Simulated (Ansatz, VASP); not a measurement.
**HfMoC2: VASP beside Ansatz**

File INCAR:

```
SYSTEM = HfMoC2
PREC = Accurate
ENCUT = 600
EDIFF = 1E-6
ISMEAR = 0
SIGMA = 0.1
LREAL = .False.
LASPH = .True.
NELM = 80
ALGO = Normal
ISIF = 3
LWAVE = .False.
LCHARG = .False.
GGA = PE
IBRION = 2
NSW = 90
EDIFFG = -0.04
```

Contents of KPOINTS:

```
regular mesh
0
Gamma
  6 6 4
  0 0 0
```

File POSCAR:

```
HfMoC2
1.0
    4.3618140200      0.0000000000      0.0000000000
   -2.1809070100      3.7774417500      0.0000000000
    0.0000000000      0.0000000000      4.6531255600
Hf Mo C
1 1 2
Direct
    0.0000000000      0.0000000000      0.0000000000
    0.0000000000      0.0000000000      0.5000000000
    0.3333333300      0.6666666700      0.6563594300
    0.6666666700      0.3333333300      0.3436405700
```

Input for Ansatz:

```yaml
crystal:
  lattice:
    - [4.36181402, 0.0, 0.0]
    - [-2.18090701, 3.77744175, 0.0]
    - [0.0, 0.0, 4.65312556]
  atoms:
    - { symbol: Hf, position: [0.0, 0.0, 0.0] }
    - { symbol: Mo, position: [0.0, 0.0, 0.5] }
    - { symbol: C, position: [0.33333333, 0.66666667, 0.65635943] }
    - { symbol: C, position: [0.66666667, 0.33333333, 0.34364057] }
basis:
  ecutwfc: 420
kpoints:
  mp_grid: { grid: [6, 6, 4] }
hamiltonian:
  xc: pbe
scf:
  occupations: { method: gaussian, width: 0.1 }
  lower_state_search: "off"
output:
  forces: true
  stress: true
  eigenvalues: true
relax:
  adjacent_minimum: "off"
  f_tol: 0.04
  max_steps: 70
  cell: { stress_tol: 0.4 }
```

Alike in both runs: task relaxation of cell and atoms; functional PBE; k mesh 6 × 6 × 4; occupations gaussian, width 0.1 eV; no spin polarisation.

|  | VASP | Ansatz |
| --- | --- | --- |
| version | VASP 6.6.1 | Ansatz 0.2.0 |
| potentials or method | VASP PAW PBE potentials, release 64 (Hf_pv, Mo_sv, C) | scalar-relativistic, plane waves, PAW |
| plane-wave cutoff (eV) | 600 | 420 |
| valence electrons in the cell | 32 | 48 |

|  | VASP | Ansatz | Ansatz less VASP |
| --- | --- | --- | --- |
| gap on the k mesh at the Fermi level, each at its own relaxed structure (eV) | none | none | - |
| relaxed volume (Å³/atom) | 11.94 | 11.96 | +0.022 |
| relaxed cell length with the largest relative difference (Å) | 5.531 | 5.540 | +0.0089 |
| energy change over the relaxation (meV/atom) | -2741 | -2738 | +3.0 |

A gap of «none» marks a metal or a gap that the smearing closes. The two sets of potentials don't hold the same shells in valence.

Caveats: the volume moved by over 15 % at a fixed basis, so the end points are rough (VASP). The runs have no spin-orbit coupling, so splittings on Hf are missing.
